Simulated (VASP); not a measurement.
```xyz
3
Lattice="0.0000 2.5450 2.5450 2.5450 0.0000 2.5450 2.5450 2.5450 0.0000" Properties=species:S:1:pos:R:3 pbc="T T T"
Zr     0.0000     0.0000     0.0000
O      1.2725     1.2725     1.2725
O      3.8175     3.8175     3.8175
```

The base run (VASP): PBE GGA, plane waves, VASP's PBE PAW potentials (set 64). Numerical set-up: 520 eV cut-off, 7×7×7 Γ-centred mesh, Gaussian smearing of 0.050 eV, potentials Zr_sv O.

One setting is varied; ΔE counts from the most expensive setting. The base run took about 7 core-seconds. The timings are rough (shared machines, no repeats); factors under 2 mean little.

Pressures at a finite cut-off, here 520 eV, hold a Pulay part, which wasn't tested here.

```json
[
 {"setting": "KPOINTS 1×1×1 Γ-centred mesh", "cost over the base run": "about 1/3", "electronic steps": "13", "ΔE (meV/atom)": "-429.9", "pressure (GPa)": "-25.38"},
 {"setting": "KPOINTS 2×2×2 Γ-centred mesh", "cost over the base run": "about 1/2", "electronic steps": "14", "ΔE (meV/atom)": "185.3", "pressure (GPa)": "8.06"},
 {"setting": "KPOINTS 4×4×4 Γ-centred mesh", "cost over the base run": "within a factor of 2", "electronic steps": "14", "ΔE (meV/atom)": "0.1", "pressure (GPa)": "4.01"},
 {"setting": "KPOINTS 5×5×5 Γ-centred mesh", "cost over the base run": "within a factor of 2", "electronic steps": "14", "ΔE (meV/atom)": "0.0", "pressure (GPa)": "4.01"},
 {"setting": "base run", "cost over the base run": "reference", "electronic steps": "14", "ΔE (meV/atom)": "0.0", "pressure (GPa)": "4.01"},
 {"setting": "KPOINTS 8×8×8 Γ-centred mesh", "cost over the base run": "within a factor of 2", "electronic steps": "14", "ΔE (meV/atom)": "0.0", "pressure (GPa)": "4.00"},
 {"setting": "KPOINTS 13×13×13 Γ-centred mesh", "cost over the base run": "about 3 times", "electronic steps": "14", "ΔE (meV/atom)": "0.0", "pressure (GPa)": "4.00"}
]
```

Left out are runs that failed, have no time on record or changed the cell.

The compound is ZrO2 in the fluorite structure, the high-temperature cubic form, which is unstable at 0 K; the monoclinic form is the stable one. The cell was not relaxed at this level.
